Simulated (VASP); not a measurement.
VASP ran on this input.

KPOINTS:
```
Regular mesh
0
G
 9 9 9
0 0 0
```

POSCAR:
```
CaO
1.0
  0.0000000000   2.4288134299   2.4288134299
  2.4288134299   0.0000000000   2.4288134299
  2.4288134299   2.4288134299   0.0000000000
Ca O
1 1
direct
  0.0000000000   0.0000000000   0.0000000000
  0.5000000000   0.5000000000   0.5000000000
```

**INCAR**
```
ALGO  =  Normal
EDIFF  =  1E-7
ENCUT  =  520
ISIF  =  2
ISMEAR  =  0
LASPH  =  .TRUE.
LCHARG  =  .FALSE.
LMIXTAU  =  .TRUE.
LREAL  =  .FALSE.
LWAVE  =  .FALSE.
METAGGA  =  R2SCAN
NELM  =  100
PREC  =  Accurate
SIGMA  =  0.05
SYSTEM  =  CaO
```

POTCAR, in this order: Ca_sv O (PBE.64 set). Program: vasp_std.

**Question.** Translate this r2SCAN calculation to Ansatz.

**Answer.** One equivalent input (not run):
Ansatz 0.2 input:
```yaml
crystal:
  lattice:
    - [0.0000000, 2.4288134, 2.4288134]
    - [2.4288134, 0.0000000, 2.4288134]
    - [2.4288134, 2.4288134, 0.0000000]
  atoms:
    - { symbol: Ca, position: [0.0000000, 0.0000000, 0.0000000] }
    - { symbol: O, position: [0.5000000, 0.5000000, 0.5000000] }
kpoints:
  mp_grid: { grid: [9, 9, 9] }
hamiltonian:
  xc: r2scan
  pseudopotentials: { kind: paw }
scf:
  occupations: { method: gaussian, width: 0.05 }
  max_iter: 100
output: { forces: true, stress: true, eigenvalues: true }
```
What does not carry over: each code has its own PAW files, so the cut-off isn't converted (ENCUT is set for VASP's; basis.ecutwfc is left out, and Ansatz then takes the one that its files recommend); Ansatz stops its SCF on the density residual and VASP on the energy change (EDIFF).

The compound is CaO in the rock salt structure. This cell is one point of a volume scan, at 1.03 of the reference volume.
